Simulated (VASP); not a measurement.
An input for Ansatz (written as the equivalent of a VASP run, and not itself run):

Ansatz 0.2 input:
```yaml
crystal:
  lattice:
    - [0.0000000, 2.7667512, 2.7667512]
    - [2.7667512, 0.0000000, 2.7667512]
    - [2.7667512, 2.7667512, 0.0000000]
  atoms:
    - { symbol: Ba, position: [0.0000000, 0.0000000, 0.0000000] }
    - { symbol: O, position: [0.5000000, 0.5000000, 0.5000000] }
kpoints:
  mp_grid: { grid: [8, 8, 8] }
hamiltonian:
  xc: pbesol
  pseudopotentials: { kind: paw }
scf:
  occupations: { method: gaussian, width: 0.05 }
  max_iter: 100
output: { forces: true, stress: true, eigenvalues: true }
```

**Question.** Write the VASP files for the same calculation (PBEsol).

**Answer.** Several could match; the one computed here: 
**POSCAR**
```
BaO
1.0
  0.0000000000   2.7667512338   2.7667512338
  2.7667512338   0.0000000000   2.7667512338
  2.7667512338   2.7667512338   0.0000000000
Ba O
1 1
Cart
  0.0000000000   0.0000000000   0.0000000000
  2.7667512338   2.7667512338   2.7667512338
```

### KPOINTS
```
Automatic mesh
0
Gamma
8 8 8
```

**INCAR**
```
SYSTEM  =  BaO
PREC  =  Accurate; ENCUT  =  600; LREAL  =  .FALSE.
LASPH  =  .TRUE.
EDIFF  =  1E-7; NELM  =  100; ALGO  =  Normal
LMAXMIX  =  4
ISMEAR  =  0; SIGMA  =  0.05
GGA  =  PS
ISIF  =  2
LWAVE  =  .FALSE.; LCHARG  =  .FALSE.
```

POTCAR, in this order: Ba_sv O (PBE.64 set). Program: vasp_std.

Limits of the translation: each code has its own PAW files, so the cut-off isn't converted (ENCUT is set for VASP's; basis.ecutwfc is left out, and Ansatz then takes the one that its files recommend); Ansatz stops its SCF on the density residual and VASP on the energy change (EDIFF).

The compound is BaO in the rock salt structure. It was relaxed first.
